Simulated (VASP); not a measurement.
GaSb:

```
CELL_PARAMETERS angstrom
0.00000 3.05900 3.05900
3.05900 0.00000 3.05900
3.05900 3.05900 0.00000
ATOMIC_POSITIONS crystal
Ga 0.00000 0.00000 0.00000
Sb 0.25000 0.25000 0.25000
```

* Program: VASP 6.6.1
* Task: relaxation of cell and atoms
* Functional: LDA
* Potentials or basis: VASP PAW LDA potentials, release 64 (Ga_d, Sb)
* Cutoff: 520 eV
* k mesh: 10 × 10 × 10
* Occupations: gaussian, width 0.02 eV
* Spin: no spin polarisation

At the start: pressure -1.6 GPa; volume 28.62 Å³/atom.

Q: Where does the relaxation end?

A: Over 8 steps the energy falls by 4.3 meV/atom and the volume is 27.76 Å³/atom (-3.0 %); space group F-43m (No. 216, to 0.05 Å).

The path:
```csv
step,energy change (eV),largest force (eV/Å),pressure (GPa),volume (Å³)
1,0.0000,0.0000,-1.57,57.25
2,-0.0076,0.0000,0.58,54.95
3,-0.0087,0.0000,-0.01,55.53
4,-0.0086,0.0000,0.06,55.49
5,-0.0086,0.0000,-0.06,55.57
6,-0.0087,0.0000,0.01,55.52
7,-0.0087,0.0000,-0.02,55.53
8,-0.0087,0.0000,0.00,55.52
```

Final structure:
```
CELL_PARAMETERS angstrom
0.00000 3.02788 3.02788
3.02788 0.00000 3.02788
3.02788 3.02788 0.00000
ATOMIC_POSITIONS crystal
Ga 0.00000 0.00000 0.00000
Sb 0.25000 0.25000 0.25000
```
